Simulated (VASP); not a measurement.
Data:

```xyz
63
Lattice="8.7583 0.0000 0.0000 0.0000 8.7583 0.0000 0.0000 0.0000 8.7583" Properties=species:S:1:pos:R:3 pbc="T T T"
Si     4.3669     0.0073     0.0048
Si     6.5468     2.1771     0.0115
Si     6.5469     0.0139     2.1749
Si     8.7486     0.0010     8.7572
Si     2.1987     2.1742     0.0056
Si     4.3689     4.3539     0.0125
Si     6.5736     6.5615     0.0071
Si     2.1995     0.0076     2.1727
Si     6.6133     4.4212     2.1747
Si     4.3696     0.0149     4.3517
Si     6.6135     2.1764     4.4194
Si     6.5738     0.0088     6.5598
Si     8.7539     4.3814     0.0067
Si     2.1932     6.5566     8.7574
Si     0.0047     2.1810     2.1791
Si     2.2058     4.3549     2.1749
Si     4.3733     6.5711     2.1793
Si     8.7544     0.0089     4.3798
Si     2.2063     2.1776     4.3516
Si     4.3682     4.4222     4.4197
Si     6.5768     6.5732     4.3825
Si     2.1935     0.0017     6.5537
Si     4.3735     2.1818     6.5691
Si     6.5766     4.3847     6.5711
Si     8.7550     6.5632     2.1788
Si     0.0064     4.3848     4.3828
Si     2.2007     6.5622     4.3800
Si     8.7553     2.1806     6.5608
Si     2.2006     4.3817     6.5601
Si     4.3728     6.5636     6.5613
Si     8.7560     6.5645     6.5625
C      5.5541     0.9900     0.9880
C      7.6407     3.2758     1.1159
C      7.6409     1.1177     3.2738
C      1.0861     1.0862     1.0847
C      3.1820     3.3606     0.9892
C      5.4676     5.4484     1.1159
C      7.6662     7.6552     1.0948
C      3.1834     0.9917     3.3583
C      7.6659     5.4736     3.2905
C      5.4680     1.1179     5.4470
C      7.6657     3.2925     5.4717
C      7.6661     1.0969     7.6532
C      1.0891     5.4738     1.0949
C      3.2786     7.6525     1.0845
C      1.0945     3.2867     3.2842
C      3.3093     5.4491     3.2740
C      5.4786     7.6611     3.2841
C      1.0898     1.0976     5.4710
C      3.3097     3.2765     5.4468
C      5.4842     5.4742     5.4718
C      7.6642     7.6671     5.4697
C      3.2786     1.0870     7.6503
C      5.4783     3.2867     7.6590
C      7.6641     5.4718     7.6651
C      1.0840     7.6500     3.2773
C      1.1007     5.4722     5.4702
C      3.2894     7.6560     5.4715
C      1.0838     3.2792     7.6481
C      3.2892     5.4738     7.6539
C      5.4716     7.6497     7.6481
C      1.0941     7.6598     7.6571
O      5.6515     3.4600     3.4582
```
Cell charge -1.

Calculation: PBE GGA, VASP's PBE PAW potentials (set 64) (plane waves; VASP). Run with PREC = Normal, LREAL = Auto, ISYM = 0, NELECT = 255.0, 400 eV cut-off, 1×1×1 Γ-centred mesh, Gaussian smearing of 0.050 eV, potentials Si C O. Starting moments (MAGMOM): 63*0.0159. The cell's moment is fixed (NUPDOWN = 1).

At this cut-off the stress carries a Pulay error, which pulls relaxed volumes low. The cell is charged, with a uniform compensating background.  The supercell is sampled at Γ alone, which is coarse: total energies, pressure and levels can be off, energies of defects by several tenths of an eV.

**Question.** Predict the cell moment, energy per atom (σ→0), pressure.

**Answer.** 
* **cell moment**: 1.00 μB
* **energy per atom (σ→0)**: -701.4 kJ/mol-atom
* **pressure**: 1.32 GPa

**Question.** Give the moment on each site (PAW-sphere projection).

**Answer.** 
```csv
site,moment (μB)
Si1,-0.01
Si2,-0.01
Si3,-0.01
Si4,-0.01
Si5,-0.01
Si6,-0.01
Si7,-0.01
Si8,-0.01
Si9,-0.02
Si10,-0.01
Si11,-0.02
Si12,-0.01
Si13,-0.01
Si14,-0.01
Si15,0.00
Si16,-0.01
Si17,0.00
Si18,-0.01
Si19,-0.01
Si20,-0.02
Si21,0.00
Si22,-0.01
Si23,0.00
Si24,0.00
Si25,0.01
Si26,0.00
Si27,-0.01
Si28,0.01
Si29,-0.01
Si30,0.01
Si31,0.00
C32,0.27
C33,0.01
C34,0.01
C35,0.00
C36,0.27
C37,0.01
C38,0.03
C39,0.27
C40,0.00
C41,0.01
C42,0.00
C43,0.03
C44,0.03
C45,0.00
C46,-0.01
C47,0.01
C48,-0.01
C49,0.03
C50,0.01
C51,0.00
C52,0.01
C53,0.00
C54,-0.01
C55,0.01
C56,0.00
C57,0.01
C58,0.03
C59,0.00
C60,0.03
C61,0.00
C62,-0.01
O63,0.00
```

Only differences to runs with the same potentials and settings are physical.

The cell is a supercell with a defect, built from SiC (zinc blende): O_C-vac_Si, charge -1.
